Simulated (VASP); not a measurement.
# HfMg3 (P6_3/mmc) in VASP: further runs

The runs below take HfMg3 through single point, with PBE, vdW-DF2, r2SCAN.

All numbers are computed with VASP 6.6.1; they aren't measurements. Logs are shortened: lines on timing, memory, paths and dates and some standing lists are left out, and cuts for length are marked.

### 1 Starting point

It takes space group P6_3/mmc (No. 194, hexagonal). Conventional cell: a = 6.310 Å, b = 6.310 Å, c = 5.031 Å, α = 90.00°, β = 90.00°, γ = 120.00°. Hf (site symmetry -6m2) is surrounded by 12 Mg at 3.10 to 3.16 Å. Mg (site symmetry mm2) has 4 Hf at 3.10 to 3.16 Å and 8 Mg at 3.11 to 3.18 Å as nearest neighbours.

The cell comes from a database or a generator and needn't be the stable form of this composition.

### 2 Single point, PBE

The input, INCAR:

```
SYSTEM = HfMg3
PREC     = Accurate       ! precision mode
ENCUT    = 520            ! plane-wave cutoff, eV
EDIFF    = 1E-6           ! SCF threshold, eV
ISMEAR   = 0              ! smearing method
SIGMA    = 0.05           ! smearing width, eV
LREAL    = .False.        ! projectors in reciprocal space
LASPH    = .True.         ! aspherical terms in the spheres
NELM     = 80             ! most SCF steps
ALGO     = Normal         ! electronic algorithm
ISIF     = 2              ! what is computed and relaxed
LWAVE    = .False.        ! write WAVECAR
LCHARG   = .False.        ! write CHGCAR
GGA      = PE             ! functional
NBANDS   = 26             ! bands
```

The input, KPOINTS:

```
Automatic mesh
0
Gamma
  5 5 5
  0 0 0
```

The input, POSCAR:

```
HfMg3
1.0
    6.3099740947      0.0000000000      0.0000000000
   -3.1549870474      5.4645978633      0.0000000000
    0.0000000000      0.0000000000      5.0310200000
Hf Mg
2 6
Direct
    0.6666666667      0.3333333333      0.2500000000
    0.3333333333      0.6666666667      0.7500000000
    0.6643270100      0.8321635050      0.2500000000
    0.1678364950      0.8321635050      0.2500000000
    0.1678364950      0.3356729900      0.2500000000
    0.8321635050      0.6643270100      0.7500000000
    0.8321635050      0.1678364950      0.7500000000
    0.3356729900      0.1678364950      0.7500000000
```

Potentials or basis: VASP PAW PBE potentials, release 54 (Hf_pv, Mg).

Started as:

```bash
$ cat potpaw_PBE.54/Hf_pv/POTCAR potpaw_PBE.54/Mg/POTCAR > POTCAR
$ mpirun -np 1 vasp_std > vasp.out
```

OUTCAR:

```text
SYSTEM = HfMg3
   PREC = Accurate
   ENCUT = 520
   EDIFF = 1E-6
   ISMEAR = 0
   LREAL = .False.
   LASPH = .True.
   NELM = 80
   ISIF = 2
   GGA = PE

 ion  position               nearest neighbor table
   1  0.667  0.333  0.250-   7 3.10   7 3.10   8 3.10   8 3.10   6 3.10   6 3.10   5 3.16   3 3.16
                             4 3.16   4 3.16   5 3.16   3 3.16
   2  0.333  0.667  0.750-   4 3.10   4 3.10   3 3.10   3 3.10   5 3.10   5 3.10   6 3.16   8 3.16
                             7 3.16   7 3.16   6 3.16   8 3.16
   3  0.664  0.832  0.250-   2 3.10   2 3.10   6 3.11   6 3.11   7 3.11   7 3.11   4 3.13   5 3.13
                             1 3.16   1 3.16   4 3.18   5 3.18
   4  0.168  0.832  0.250-   2 3.10   2 3.10   6 3.11   6 3.11   8 3.11   8 3.11   3 3.13   5 3.13
                             1 3.16   1 3.16   3 3.18   5 3.18
   5  0.168  0.336  0.250-   2 3.10   2 3.10   7 3.11   7 3.11   8 3.11   8 3.11   3 3.13   4 3.13
                             1 3.16   1 3.16   3 3.18   4 3.18
   6  0.832  0.664  0.750-   1 3.10   1 3.10   4 3.11   4 3.11   3 3.11   3 3.11   8 3.13   7 3.13
                             2 3.16   2 3.16   8 3.18   7 3.18
   7  0.832  0.168  0.750-   1 3.10   1 3.10   5 3.11   5 3.11   3 3.11   3 3.11   8 3.13   6 3.13
                             2 3.16   2 3.16   8 3.18   6 3.18
   8  0.336  0.168  0.750-   1 3.10   1 3.10   5 3.11   5 3.11   4 3.11   4 3.11   7 3.13   6 3.13
                             2 3.16   2 3.16   7 3.18   6 3.18

  LATTYP: Found a hexagonal cell.
 ALAT       =     6.3099740947
 C/A-ratio  =     0.7973123066

  Lattice vectors:

 A1 = (   6.3099740947,   0.0000000000,   0.0000000000)
 A2 = (  -3.1549870474,   5.4645978633,   0.0000000000)
 A3 = (   0.0000000000,   0.0000000000,   5.0310200000)

Analysis of symmetry for initial positions (statically):
=====================================================================
 Subroutine PRICEL returns:
 Original cell was already a primitive cell.

 Routine SETGRP: Setting up the symmetry group for a
 hexagonal supercell.

 Subroutine GETGRP returns: Found 24 space group operations
 (whereof 12 operations were pure point group operations)
 out of a pool of 24 trial point group operations.

The static configuration has the point symmetry D_3d.
 The point group associated with its full space group is D_6h.

Analysis of symmetry for dynamics (positions and initial velocities):
=====================================================================
 Subroutine PRICEL returns:
 Original cell was already a primitive cell.

 Routine SETGRP: Setting up the symmetry group for a
 hexagonal supercell.

 Subroutine GETGRP returns: Found 24 space group operations
 (whereof 12 operations were pure point group operations)
 out of a pool of 24 trial point group operations.

The dynamic configuration has the point symmetry D_3d.
 The point group associated with its full space group is D_6h.

 Subroutine INISYM returns: Found 24 space group operations
 (whereof 12 operations are pure point group operations),
 and found     1 'primitive' translations

----------------------------------------------------------------------------------------

                                     Primitive cell

  volume of cell :     173.4770

  direct lattice vectors                    reciprocal lattice vectors
     6.309974095  0.000000000  0.000000000     0.158479256  0.091498041  0.000000000
    -3.154987047  5.464597863  0.000000000     0.000000000  0.182996082  0.000000000
     0.000000000  0.000000000  5.031020000     0.000000000  0.000000000  0.198766850

  length of vectors
     6.309974095  6.309974095  5.031020000     0.182996082  0.182996082  0.198766850

  position of ions in fractional coordinates (direct lattice)
     0.666666667  0.333333333  0.250000000
     0.333333333  0.666666667  0.750000000
     0.664327010  0.832163505  0.250000000
     0.167836495  0.832163505  0.250000000
     0.167836495  0.335672990  0.250000000
     0.832163505  0.664327010  0.750000000
     0.832163505  0.167836495  0.750000000
     0.335672990  0.167836495  0.750000000

  ion indices of the primitive-cell ions
   primitive index   ion index
                 1           1
                 2           2
                 3           3
                 4           4
                 5           5
                 6           6
                 7           7
                 8           8

----------------------------------------------------------------------------------------

 KPOINTS: Automatic mesh

Automatic generation of k-mesh.
 Grid dimensions read from file:
 generate k-points for:    5    5    5

 Generating k-lattice:

  Cartesian coordinates                     Fractional coordinates (reciprocal lattice)
     0.031695851  0.018299608  0.000000000     0.200000000  0.000000000  0.000000000
     0.000000000  0.036599216  0.000000000     0.000000000  0.200000000  0.000000000
[... 80 lines left out ...]
 Gauss-broadening in eV      SIGMA  =   0.05
  energy-cutoff  :      520.00
  volume of cell :      173.48
 maximum number of plane-waves:      4696
 NGX is ok and might be reduce to    48
   NGX = 23   NGY = 23   NGZ = 19

 number of electron      31.9999996 magnetization

 Free energy of the ion-electron system (eV)
  ---------------------------------------------------
  ext. energy  EPLUGINS =         0.00000000
  ---------------------------------------------------
  free energy    TOTEN  =       -27.72692742 eV

  energy without entropy =      -27.72101498  energy(sigma->0) =      -27.72397120

 E-fermi :   3.1422     XC(G=0):  -9.4004

 val. band max:        3.1315909668   @ k =   0.4000   0.0000   0.4000
 cond. band min:       3.1837829883   @ k =   0.2000  -0.0000   0.0000
 fundamental gap:      0.0521920215
 Fermi energy:         3.1422396018

 k-point     1 :       0.0000    0.0000    0.0000
  band No.  band energies     occupation
      1     -28.0296      2.00000
      2     -28.0212      2.00000
      3     -27.9681      2.00000
      4     -27.9681      2.00000
      5     -27.9593      2.00000
      6     -27.9593      2.00000
[... 18 lines left out ...]
     25       6.9464      0.00000
     26       7.2525      0.00000

 k-point     2 :       0.2000   -0.0000    0.0000
  band No.  band energies     occupation
      1     -28.0289      2.00000
      2     -28.0219      2.00000
      3     -27.9685      2.00000
      4     -27.9677      2.00000
      5     -27.9599      2.00000
      6     -27.9590      2.00000
[... 18 lines left out ...]
     25       6.5703      0.00000
     26       7.2231      0.00000

 k-point     3 :       0.4000    0.0000    0.0000
  band No.  band energies     occupation
      1     -28.0272      2.00000
      2     -28.0235      2.00000
      3     -27.9691      2.00000
      4     -27.9667      2.00000
      5     -27.9613      2.00000
      6     -27.9585      2.00000
[... 18 lines left out ...]
     25       6.3750      0.00000
     26       6.6406      0.00000

 k-point     4 :       0.2000    0.2000    0.0000
  band No.  band energies     occupation
      1     -28.0276      2.00000
      2     -28.0231      2.00000
      3     -27.9692      2.00000
      4     -27.9666      2.00000
      5     -27.9613      2.00000
      6     -27.9585      2.00000
[... 18 lines left out ...]
     25       6.5850      0.00000
     26       6.8798      0.00000
[... 235 lines left out ...]
      1     -28.0282      2.00000
      2     -28.0271      2.00000
      3     -27.9653      2.00000
      4     -27.9643      2.00000
      5     -27.9626      2.00000
      6     -27.9620      2.00000
[... 18 lines left out ...]
     25       6.5306      0.00000
     26       6.8700      0.00000

 k-point    14 :       0.2000    0.2000    0.4000
  band No.  band energies     occupation
      1     -28.0283      2.00000
      2     -28.0269      2.00000
      3     -27.9653      2.00000
      4     -27.9642      2.00000
      5     -27.9626      2.00000
      6     -27.9620      2.00000
[... 18 lines left out ...]
     25       6.7136      0.00000
     26       6.8366      0.00000

 k-point    15 :       0.4000    0.2000    0.4000
  band No.  band energies     occupation
      1     -28.0280      2.00000
      2     -28.0275      2.00000
      3     -27.9655      2.00000
      4     -27.9638      2.00000
      5     -27.9629      2.00000
      6     -27.9620      2.00000
[... 18 lines left out ...]
     25       6.5716      0.00000
     26       6.9091      0.00000

------------------------ aborting loop because EDIFF is reached ----------------------------------------

  FORCE on cell =-STRESS in cart. coord.  units (eV):
  Direction    XX          YY          ZZ          XY          YZ          ZX
  --------------------------------------------------------------------------------------
  -------------------------------------------------------------------------------------
  Total        0.0622573      0.0622573     -0.2232588     -0.0000000      0.0000000      0.0000000
  in kB        0.5749886      0.5749886     -2.0619465     -0.0000000      0.0000000      0.0000000
  external PRESSURE =      -0.3039898 kB  Pullay stress =       0.0000000 kB

 VOLUME and BASIS-vectors are now :
 -----------------------------------------------------------------------------
  energy-cutoff  :      520.00
  volume of cell :      173.48
      direct lattice vectors                 reciprocal lattice vectors
     6.309974095  0.000000000  0.000000000     0.158479256  0.091498041  0.000000000
    -3.154987047  5.464597863  0.000000000     0.000000000  0.182996082  0.000000000
     0.000000000  0.000000000  5.031020000     0.000000000  0.000000000  0.198766850

 POSITION                                       TOTAL-FORCE (eV/Angst)
 -----------------------------------------------------------------------------------
      3.15499      1.82153      1.25775         0.000000      0.000000      0.000000
     -0.00000      3.64307      3.77326        -0.000000      0.000000      0.000000
      1.56642      4.54744      1.25775        -0.008519     -0.004918      0.000000
     -1.56642      4.54744      1.25775         0.008519     -0.004918      0.000000
     -0.00000      1.83432      1.25775        -0.000000      0.009837     -0.000000
      3.15499      3.63028      3.77326         0.000000     -0.009837      0.000000
      4.72141      0.91716      3.77326        -0.008519      0.004918     -0.000000
      1.58857      0.91716      3.77326         0.008519      0.004918     -0.000000
 -----------------------------------------------------------------------------------
    total drift:                                0.000000     -0.000000      0.000000

  FREE ENERGIE OF THE ION-ELECTRON SYSTEM (eV)
  ---------------------------------------------------
  free  energy   TOTEN  =       -27.7269274199 eV

  energy  without entropy=      -27.7210149843  energy(sigma->0) =      -27.72397120
```

It took 92 s on 1 thread of AMD EPYC 7R43 (Zen 3), shared host; peak memory 0.28 GiB.

Results:

- Free energy: -27.7269 eV
- Pressure: 0.0 GPa
- Largest force: 0.010 eV/Å
- Band gap on the k mesh: none (metal or under the smearing width)

Forces on the atoms (eV/Å):
```
Hf   0.000  0.000  0.000
Hf   0.000  0.000  0.000
Mg  -0.009 -0.005  0.000
Mg   0.009 -0.005  0.000
Mg   0.000  0.010  0.000
Mg   0.000 -0.010  0.000
Mg  -0.009  0.005  0.000
Mg   0.009  0.005  0.000
```

Stress tensor (GPa, compression positive):
```
 0.06  0.00  0.00
 0.00  0.06  0.00
 0.00  0.00 -0.21
```

Spin-orbit coupling is left out, which matters for the levels of Hf.

### 3 Single point, PBE

The input, run.py:

```python
from ase import Atoms
from ase.calculators.vasp import Vasp
from ase.dft.bandgap import bandgap

atoms = Atoms(
    ['Hf', 'Hf', 'Mg', 'Mg', 'Mg', 'Mg', 'Mg', 'Mg'],
    cell=[[6.3099740947, 0.0, 0.0], [-3.1549870474, 5.4645978633, 0.0], [0.0, 0.0, 5.03102]],
    scaled_positions=[[0.6666666667, 0.3333333333, 0.25], [0.3333333333, 0.6666666667, 0.75], [0.66432701, 0.832163505, 0.25], [0.167836495, 0.832163505, 0.25], [0.167836495, 0.33567299, 0.25], [0.832163505, 0.66432701, 0.75], [0.832163505, 0.167836495, 0.75], [0.33567299, 0.167836495, 0.75]],
    pbc=True,
)
calc = Vasp(
    directory='calc',
    xc='pbe',
    pp='PBE',
    setups='recommended',
    pp_version='54',
    prec='Accurate',
    encut=520,
    ediff=1e-07,
    ismear=0,
    sigma=0.05,
    lreal=False,
    lasph=True,
    nelm=100,
    algo='Normal',
    isif=2,
    lwave=False,
    lcharg=False,
    kpts=[5, 5, 5],
    gamma=True,
    nbands=26,
)
atoms.calc = calc

print('energy (eV):', atoms.get_potential_energy())
print('free energy (eV):', atoms.get_potential_energy(force_consistent=True))
print('forces (eV/A):')
print(atoms.get_forces())
print('stress (eV/A^3, Voigt):', atoms.get_stress())
print('Fermi level (eV):', calc.get_fermi_level())
gap, top, bottom = bandgap(calc)
print('band gap (eV):', gap, 'from (spin, k, band)', top, 'to', bottom)
```

Potentials or basis: VASP PAW PBE potentials, release 54 (Hf_pv, Mg).

Started as:

```bash
$ python run.py
```

Run time: 1.9 min. Hardware: 1 thread of AMD EPYC 7R43 (Zen 3), shared host; peak memory 0.27 GiB.

It converged, with:

| Property | Result |
| --- | --- |
| Free energy | -27.7269 eV |
| Pressure | 0.0 GPa |
| Largest force | 0.010 eV/Å |
| Band gap on the k mesh | none (metal or under the smearing width) |

Forces in eV/Å, atoms in the order of the input:
```
Hf   0.000  0.000  0.000
Hf   0.000  0.000  0.000
Mg  -0.009 -0.005  0.000
Mg   0.009 -0.005  0.000
Mg   0.000  0.010  0.000
Mg   0.000 -0.010  0.000
Mg  -0.009  0.005  0.000
Mg   0.009  0.005  0.000
```

Stress tensor (GPa, compression positive):
```
 0.06  0.00  0.00
 0.00  0.06  0.00
 0.00  0.00 -0.21
```

Levels at points of the mesh, in eV from the Fermi level:
| k point | band 14 | band 15 | band 16 | band 17 | band 18 | band 19 |
| --- | --- | --- | --- | --- | --- | --- |
| (0.00, 0.00, 0.00) | -0.97 | -0.88 | -0.16 | -0.16 | 0.80 | 0.80 |

Spin-orbit coupling is left out, which matters for the levels of Hf.

### 4 Single point, vdW-DF2 (volume scaled by 1.15)

run.py, as its differences from that of step 3:

```diff
@@ -6,3 +6,3 @@
     ['Hf', 'Hf', 'Mg', 'Mg', 'Mg', 'Mg', 'Mg', 'Mg'],
-    cell=[[6.3099740947, 0.0, 0.0], [-3.1549870474, 5.4645978633, 0.0], [0.0, 0.0, 5.03102]],
+    cell=[[6.6108939398, 0.0, 0.0], [-3.30544697, 5.7252020937, 0.0], [0.0, 0.0, 5.2709470958]],
     scaled_positions=[[0.6666666667, 0.3333333333, 0.25], [0.3333333333, 0.6666666667, 0.75], [0.66432701, 0.832163505, 0.25], [0.167836495, 0.832163505, 0.25], [0.167836495, 0.33567299, 0.25], [0.832163505, 0.66432701, 0.75], [0.832163505, 0.167836495, 0.75], [0.33567299, 0.167836495, 0.75]],
@@ -12,14 +12,13 @@
     directory='calc',
-    xc='pbe',
+    xc='vdw-df2',
     pp='PBE',
-    setups='recommended',
-    pp_version='54',
+    setups='materialsproject',
     prec='Accurate',
-    encut=520,
-    ediff=1e-07,
+    encut=800,
+    ediff=1e-06,
     ismear=0,
-    sigma=0.05,
+    sigma=0.01,
     lreal=False,
     lasph=True,
-    nelm=100,
+    nelm=80,
     algo='Normal',
@@ -29,4 +28,3 @@
     kpts=[5, 5, 5],
-    gamma=True,
-    nbands=26,
+    gamma=False,
 )
```

Potentials or basis: VASP PAW PBE potentials, release 64 (Hf_pv, Mg_pv).

Started as:

```bash
$ python run.py
```

Wall time 11 min (1 thread of AMD EPYC 7R43 (Zen 3), shared host); peak memory 1.4 GiB.

It converged, with:

| Item | Value |
| --- | --- |
| Free energy | -4.2916 eV |
| Pressure | -5.3 GPa |
| Largest force | 0.131 eV/Å |

Forces on the atoms (eV/Å):
```
Hf   0.000  0.000  0.000
Hf   0.000  0.000  0.000
Mg  -0.114 -0.066  0.000
Mg   0.114 -0.066  0.000
Mg   0.000  0.131  0.000
Mg   0.000 -0.131  0.000
Mg  -0.114  0.066  0.000
Mg   0.114  0.066  0.000
```

Stress tensor (GPa, compression positive):
```
-5.11  0.00  0.00
 0.00 -5.11  0.00
 0.00  0.00 -5.57
```

Levels at points of the mesh, in eV from the Fermi level:
```
           k point  band 30  band 31  band 32  band 33  band 34  band 35  band 36  band 37  band 38  band 39
(0.00, 0.00, 0.00)    -1.56    -1.56    -1.10    -0.77    -0.07    -0.07     0.67     0.67     0.94     0.94
```

Caveat: the PAW data sets were made with another functional, which shifts forces and pressure a little.

### 5 Single point, r2SCAN

The input, run.py:

```python
from ase.calculators.vasp import Vasp
from ase.dft.bandgap import bandgap
from ase.spacegroup import crystal

atoms = crystal(
    ['Hf', 'Mg'],
    basis=[[0.6666666667, 0.3333333333, 0.25], [0.6643270101, 0.832163505, 0.25]],
    spacegroup=194,
    setting=1,
    cellpar=[6.30997409, 6.30997409, 5.03102, 90.0, 90.0, 120.0],
    primitive_cell=True,
)
calc = Vasp(
    directory='calc',
    xc='r2scan',
    pp='PBE',
    setups='recommended',
    prec='Accurate',
    encut=520,
    ediff=1e-06,
    ismear=1,
    sigma=0.1,
    lreal='On',
    lasph=True,
    nelm=60,
    algo='Normal',
    isif=2,
    lwave=False,
    lcharg=True,
    lmixtau=True,
    lelf=True,
    lvhar=True,
    kpts=[5, 5, 5],
    gamma=True,
)
atoms.calc = calc

print('energy (eV):', atoms.get_potential_energy())
print('free energy (eV):', atoms.get_potential_energy(force_consistent=True))
print('forces (eV/A):')
print(atoms.get_forces())
print('stress (eV/A^3, Voigt):', atoms.get_stress())
print('Fermi level (eV):', calc.get_fermi_level())
gap, top, bottom = bandgap(calc)
print('band gap (eV):', gap, 'from (spin, k, band)', top, 'to', bottom)
```

Potentials or basis: VASP PAW PBE potentials, release 64 (Hf_pv, Mg).

Started as:

```bash
$ python run.py
```

Run time: 12 min. Hardware: 1 thread of AMD EPYC 7R43 (Zen 3), shared host; peak memory 0.29 GiB.

These settings aren't checked as converged (typed here: ISMEAR = 1; SIGMA = 0.1; LREAL = On): the numbers below hold their error.

What came out:

- Free energy: -112.9057 eV
- Pressure: -4.4 GPa
- Largest force: 0.056 eV/Å
- Band gap on the k mesh: none (metal or under the smearing width)

Caveat: the PAW data sets were made with another functional, which shifts forces and pressure a little.
